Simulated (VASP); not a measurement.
Input:

```
CELL_PARAMETERS angstrom
      3.11328     0.00000     0.00000
     -1.55664     2.69618     0.00000
      0.00000     0.00000     4.98371
ATOMIC_POSITIONS crystal
  Al 0.33333 0.66667 0.00002
  Al 0.66667 0.33333 0.50002
  N  0.33333 0.66667 0.38198
  N  0.66667 0.33333 0.88198
```

These are PBEsol GGA, VASP's PBE PAW potentials (set 64) (plane waves; VASP) values and carry that method's errors. Settings: 530 eV cut-off, 7×7×4 Γ-centred mesh, Gaussian smearing of 0.050 eV, potentials Al N.

Task: What does the run give for the energy per atom (σ→0)?

Result: 
```json
{
 "energy per atom (σ→0)": "-7.828 eV/atom"
}
```

The compound is AlN in the wurtzite structure. It was relaxed first. The start is the result of an earlier pass.
